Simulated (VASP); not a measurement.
Consider the following.

```yaml
crystal:
  lattice:
    - [0.00000, 2.72500, 2.72500]
    - [2.72500, 0.00000, 2.72500]
    - [2.72500, 2.72500, 0.00000]
  atoms:
    - { symbol: Ga, position: [0.00000, 0.00000, 0.00000] }
    - { symbol: P, position: [0.25000, 0.25000, 0.25000] }
```

Calculation: eigenvalue-self-consistent GW0 on PBE orbitals, VASP's PBE PAW potentials (set 64) (plane waves; VASP 6.6.1). Settings: PREC = Normal, 500 eV cut-off, 4×4×4 Γ-centred mesh, Gaussian smearing of 0.010 eV, potentials Ga_d_GW P_GW.

The mesh is coarse and the basis finite, so the quasiparticle values are not converged.

NBANDS = 160, ENCUTGW = 200 eV, NOMEGA = 64, 4 updates of the levels in G. The PBE levels (eV) are:

```tsv
state	KS energy	filling
k1 (0.00, 0.00, 0.00), band 6	-8.09	2
k1 (0.00, 0.00, 0.00), band 7	4.41	2
k1 (0.00, 0.00, 0.00), band 8	4.41	2
k1 (0.00, 0.00, 0.00), band 9	4.41	2
k1 (0.00, 0.00, 0.00), band 10	6.22	0
k1 (0.00, 0.00, 0.00), band 11	8.26	0
k1 (0.00, 0.00, 0.00), band 12	8.26	0
k1 (0.00, 0.00, 0.00), band 13	8.26	0
k3 (0.50, 0.00, 0.00), band 6	-6.02	2
k3 (0.50, 0.00, 0.00), band 7	-2.25	2
k3 (0.50, 0.00, 0.00), band 8	3.28	2
k3 (0.50, 0.00, 0.00), band 9	3.28	2
k3 (0.50, 0.00, 0.00), band 10	6.06	0
k3 (0.50, 0.00, 0.00), band 11	9.10	0
k3 (0.50, 0.00, 0.00), band 12	9.10	0
k3 (0.50, 0.00, 0.00), band 13	12.68	0
k8 (-0.25, 0.50, 0.25), band 6	-5.03	2
k8 (-0.25, 0.50, 0.25), band 7	-2.16	2
k8 (-0.25, 0.50, 0.25), band 8	0.82	2
k8 (-0.25, 0.50, 0.25), band 9	0.97	2
k8 (-0.25, 0.50, 0.25), band 10	9.10	0
k8 (-0.25, 0.50, 0.25), band 11	9.26	0
k8 (-0.25, 0.50, 0.25), band 12	10.48	0
k8 (-0.25, 0.50, 0.25), band 13	10.54	0
```

Give the quasiparticle energies and renormalisation factors Z.

| state | QP energy (eV) | Z |
|---|---|---|
| k1 (0.00, 0.00, 0.00), band 6 | -8.90 | 0.65 |
| k1 (0.00, 0.00, 0.00), band 7 | 3.68 | 0.76 |
| k1 (0.00, 0.00, 0.00), band 8 | 3.68 | 0.76 |
| k1 (0.00, 0.00, 0.00), band 9 | 3.68 | 0.76 |
| k1 (0.00, 0.00, 0.00), band 10 | 6.53 | 0.77 |
| k1 (0.00, 0.00, 0.00), band 11 | 8.42 | 0.77 |
| k1 (0.00, 0.00, 0.00), band 12 | 8.42 | 0.77 |
| k1 (0.00, 0.00, 0.00), band 13 | 8.42 | 0.77 |
| k3 (0.50, 0.00, 0.00), band 6 | -6.86 | 0.70 |
| k3 (0.50, 0.00, 0.00), band 7 | -3.10 | 0.70 |
| k3 (0.50, 0.00, 0.00), band 8 | 2.49 | 0.76 |
| k3 (0.50, 0.00, 0.00), band 9 | 2.49 | 0.76 |
| k3 (0.50, 0.00, 0.00), band 10 | 6.25 | 0.78 |
| k3 (0.50, 0.00, 0.00), band 11 | 9.23 | 0.76 |
| k3 (0.50, 0.00, 0.00), band 12 | 9.23 | 0.76 |
| k3 (0.50, 0.00, 0.00), band 13 | 12.46 | 0.75 |
| k8 (-0.25, 0.50, 0.25), band 6 | -5.83 | 0.69 |
| k8 (-0.25, 0.50, 0.25), band 7 | -2.95 | 0.71 |
| k8 (-0.25, 0.50, 0.25), band 8 | -0.07 | 0.74 |
| k8 (-0.25, 0.50, 0.25), band 9 | 0.11 | 0.74 |
| k8 (-0.25, 0.50, 0.25), band 10 | 9.06 | 0.76 |
| k8 (-0.25, 0.50, 0.25), band 11 | 9.61 | 0.74 |
| k8 (-0.25, 0.50, 0.25), band 12 | 10.61 | 0.76 |
| k8 (-0.25, 0.50, 0.25), band 13 | 10.53 | 0.76 |
On the mesh the gap opens from 1.63 to 2.24 eV.

The compound is GaP in the zinc blende structure. The cell was not relaxed at this level. The k-mesh is coarse (spacing up to 0.50 per Å, 2π included), so the numbers may not be converged in it.
